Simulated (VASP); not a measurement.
A convergence study with VASP on AlAs (zinc blende): one setting is varied, all else stays as given below, so the limit is that of these other settings. Each run relaxes cell and ions from the cell shown.

```yaml
crystal:
  lattice:
    - [0.00000, 2.83000, 2.83000]
    - [2.83000, 0.00000, 2.83000]
    - [2.83000, 2.83000, 0.00000]
  atoms:
    - { symbol: Al, position: [0.00000, 0.00000, 0.00000] }
    - { symbol: As, position: [0.25000, 0.25000, 0.25000] }
```

These are PBE GGA, VASP's PBE PAW potentials (set 64) (plane waves; VASP 6.6.1) values and carry that method's errors. The tightest run used: 550 eV cut-off, 12×12×12 Γ-centred mesh, Gaussian smearing of 0.050 eV, potentials Al As.

Gaps are read on the run's mesh, which can miss a band edge.

**Question.** The settings run are 2×2×2 mesh; 3×3×3 mesh; 4×4×4 mesh; 5×5×5 mesh; 6×6×6 mesh; 8×8×8 mesh; 9×9×9 mesh; 10×10×10 mesh; 11×11×11 mesh; 12×12×12 mesh. From which on does the relaxed volume stay within 0.05 Å³/atom of the tightest run?

**Answer.** From 5×5×5 mesh on: it is off by 0.018 there and by no more than 0.05 in any finer run, while 4×4×4 mesh is off by 0.084.
```
setting        relaxed volume (Å³/atom)  E (eV/atom)  gap on the mesh (eV)  irreducible k-points  difference judged (Å³/atom)
-------------  ------------------------  -----------  --------------------  --------------------  ---------------------------
2×2×2 mesh                       25.181      -3.7512                 1.197                     3                        1.630
3×3×3 mesh                       23.894      -4.4859                 1.632                     4                        0.343
4×4×4 mesh                       23.635      -4.6378                 1.480                     8                        0.084
5×5×5 mesh                       23.569      -4.6772                 1.686                    10                        0.018
6×6×6 mesh                       23.553      -4.6889                 1.496                    16                        0.002
8×8×8 mesh                       23.550      -4.6940                 1.499                    29                        0.001
9×9×9 mesh                       23.550      -4.6945                 1.561                    35                        0.001
10×10×10 mesh                    23.550      -4.6947                 1.499                    47                        0.001
11×11×11 mesh                    23.551      -4.6948                 1.541                    56                        0.000
12×12×12 mesh                    23.551      -4.6948                 1.500                    72                        0.000
```

Left out are rungs that failed or repeat a setting and relaxations that didn't move; long series are thinned to 24 rows.

The compound is AlAs in the zinc blende structure.
